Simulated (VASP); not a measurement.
Level of theory: PBE GGA with D3 dispersion (zero damping), VASP's PBE PAW potentials (set 64) (plane waves; VASP 6.6.1).

VASP ran on this input.

File POSCAR:
```
MgB2
1
    1.5288501796    -2.6480457063     0.0000000000
    1.5288501796     2.6480457063     0.0000000000
    0.0000000000     0.0000000000     3.4598020879
Mg B
1 2
Direct
  0.0000000000   0.0000000000   0.0000000000
  0.3333330000   0.6666670000   0.5000000000
  0.6666670000   0.3333330000   0.5000000000
```

### KPOINTS
```
Automatic mesh
0
Gamma
11 11 9
0 0 0
```

INCAR:
```
LASPH=.TRUE.   # aspherical one-centre terms
NSW=30   # most ionic steps
ISMEAR=1   # Methfessel-Paxton
ALGO=Normal   # blocked Davidson
EDIFF=1E-7   # SCF stop (eV)
PREC=Accurate
NELM=100   # most electronic steps
LWAVE=.FALSE.
SIGMA=0.1   # width (eV)
IBRION=2   # conjugate gradients
LREAL=.FALSE.   # projection in real space or not
LCHARG=.FALSE.
GGA=PE   # PBE
ENCUT=520
EDIFFG=-0.01   # ionic stop
SYSTEM=MgB2
IVDW=11   # D3, zero damping
ISIF=4   # ions and shape, fixed volume
```

POTCAR, in this order: Mg B (PBE.64 set). Program: vasp_std.

What VASP printed:

OSZICAR:
```
       N       E                     dE             d eps       ncg     rms          rms(c)
DAV:   1     0.406552741112E+01    0.40655E+01   -0.39502E+03  1416   0.837E+02
DAV:   2    -0.167549539283E+02   -0.20820E+02   -0.19357E+02  1904   0.109E+02
DAV:   3    -0.170121581264E+02   -0.25720E+00   -0.25721E+00  1656   0.141E+01
DAV:   4    -0.170125255546E+02   -0.36743E-03   -0.36743E-03  2048   0.483E-01
DAV:   5    -0.170125257708E+02   -0.21618E-06   -0.21627E-06  1632   0.797E-03    0.532E+00
DAV:   6    -0.155720870226E+02    0.14404E+01   -0.23534E+00  1408   0.858E+00    0.259E+00
DAV:   7    -0.153209364411E+02    0.25115E+00   -0.13045E+00  1568   0.625E+00    0.798E-01
DAV:   8    -0.153196888274E+02    0.12476E-02   -0.16024E-01  1432   0.250E+00    0.466E-01
DAV:   9    -0.153095540982E+02    0.10135E-01   -0.34050E-02  1400   0.104E+00    0.510E-02
DAV:  10    -0.153095989679E+02   -0.44870E-04   -0.83663E-04  1872   0.221E-01    0.288E-02
DAV:  11    -0.153095800325E+02    0.18935E-04   -0.19012E-04  1376   0.805E-02    0.732E-03
DAV:  12    -0.153095761966E+02    0.38360E-05   -0.16528E-05  1464   0.247E-02    0.799E-04
DAV:  13    -0.153095762217E+02   -0.25180E-07   -0.20686E-07  1808   0.398E-03
   1 F= -.15910989E+02 E0= -.15910966E+02  d E =-.159110E+02
       N       E                     dE             d eps       ncg     rms          rms(c)
DAV:   1    -0.153138057663E+02   -0.42296E-02   -0.72451E-02  1776   0.209E+00    0.165E-01
DAV:   2    -0.153121348297E+02    0.16709E-02   -0.35484E-03  1720   0.383E-01    0.699E-02
DAV:   3    -0.153118298678E+02    0.30496E-03   -0.12318E-03  1552   0.194E-01    0.160E-02
DAV:   4    -0.153118231290E+02    0.67388E-05   -0.37211E-05  1576   0.507E-02    0.290E-03
DAV:   5    -0.153118226090E+02    0.52004E-06   -0.23125E-06  1608   0.923E-03    0.571E-04
DAV:   6    -0.153118226195E+02   -0.10536E-07   -0.38500E-08  1248   0.179E-03
   2 F= -.15913850E+02 E0= -.15913848E+02  d E =-.286056E-02
       N       E                     dE             d eps       ncg     rms          rms(c)
DAV:   1    -0.153118730355E+02   -0.50427E-04   -0.33441E-03  1752   0.451E-01    0.356E-02
DAV:   2    -0.153117985250E+02    0.74510E-04   -0.15982E-04  1776   0.816E-02    0.154E-02
DAV:   3    -0.153117850657E+02    0.13459E-04   -0.55828E-05  1536   0.412E-02    0.351E-03
DAV:   4    -0.153117848804E+02    0.18529E-06   -0.19808E-06  1504   0.112E-02    0.856E-04
DAV:   5    -0.153117848455E+02    0.34872E-07   -0.17980E-07  1416   0.249E-03
   3 F= -.15913948E+02 E0= -.15913976E+02  d E =-.295832E-02
```

### OUTCAR
```
------------------------ aborting loop because EDIFF is reached ----------------------------------------
 Edisp (eV)   -0.60216
  FORCE on cell =-STRESS in cart. coord.  units (eV):
  Direction    XX          YY          ZZ          XY          YZ          ZX
  --------------------------------------------------------------------------------------
  Total       0.05319     0.05319     0.05185     0.00000     0.00000     0.00000
  in kB       3.04217     3.04217     2.96571     0.00000     0.00000     0.00000
  external pressure =        3.02 kB  Pullay stress =        0.00 kB
  volume of cell :       28.01
      direct lattice vectors                 reciprocal lattice vectors
     1.522285669 -2.636675648  0.000000000     0.328453463 -0.189632730  0.000000000
     1.522285669  2.636675648 -0.000000000     0.328453463  0.189632730  0.000000000
    -0.000000000  0.000000000  3.489705636     0.000000000  0.000000000  0.286557121
 POSITION                                       TOTAL-FORCE (eV/Angst)
 -----------------------------------------------------------------------------------
     -0.00000     -0.00000      3.48971         0.000000      0.000000      0.000000
      1.52229      0.87889      1.74485        -0.000000      0.000000      0.000000
      1.52229     -0.87889      1.74485         0.000000     -0.000000      0.000000
 -----------------------------------------------------------------------------------
    total drift:                                0.000000     -0.000000      0.000000
  FREE ENERGIE OF THE ION-ELECTRON SYSTEM (eV)
  ---------------------------------------------------
  free  energy   TOTEN  =       -15.9139476154 eV

  energy  without entropy=      -15.9140321044  energy(sigma->0) =      -15.91397578

 reached required accuracy - stopping structural energy minimisation
```
(Selected blocks of OUTCAR.)

File CONTCAR:
```
MgB2
   1.00000000000000
     1.5222856693063500   -2.6366756479984121    0.0000000000000000
     1.5222856693063500    2.6366756479984121   -0.0000000000000000
    -0.0000000000000000    0.0000000000000000    3.4897056359919114
  Mg              B
     1     2
Direct
     0.0000000000000000    0.0000000000000000    1.0000000000000000
     0.3333330000000032    0.6666669999999968    0.5000000000000000
     0.6666669999999968    0.3333330000000032    0.5000000000000000
```

The compound is MgB2 in the AlB2 type structure. This run relaxes it. Symmetry was kept, so distortions that lower it aren't found.
